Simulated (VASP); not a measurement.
```
PtTe
1.0
    3.56200     0.00000     0.00000
    0.00000     3.56200     0.00000
    0.00000     0.00000     3.56200
Pt Te
1 1
Cartesian
  0.00000   0.00000   0.00000
  1.78100   1.78100   1.78100
```

Method: PBE GGA, VASP's PBE PAW potentials (set 64) (plane waves; VASP). Settings: 400 eV cut-off, 9×9×9 Γ-centred mesh, first-order Methfessel-Paxton smearing of 0.10 eV, potentials Pt Te.

Energy and stress use the plane-wave basis of the starting cell.

Q: The ions, cell shape and volume are relaxed. Predict the relaxed structure.

A: 
```
PtTe
1.0
    3.43926     0.00000     0.00000
    0.00000     3.43926     0.00000
    0.00000     0.00000     3.43926
Pt Te
1 1
Direct
  0.00000   0.00000   0.00000
  0.50000   0.50000   0.50000
```
Space group Pm-3m (221), at a tolerance of 0.03 Å.

Q: How do energy and volume change from the first to the last step?

A: The energy (σ→0) changes by -82.0 meV/atom and the volume by -10.0 %, in 4 ionic steps.

```tsv
step	E(σ→0) (eV)	max force (eV/Å)	pressure (GPa)	volume (Å³)
1	-8.7566	0.000	-10.40	45.19
2	-8.6756	0.000	20.06	36.27
3	-8.9204	0.000	-0.32	40.77
4	-8.9205	0.000	-0.06	40.68
```

The structure was generated: PtTe was put into the CsCl type type (Pm-3m), which need not be its known phase. This run relaxes it. Symmetry was kept, so distortions that lower it aren't found.
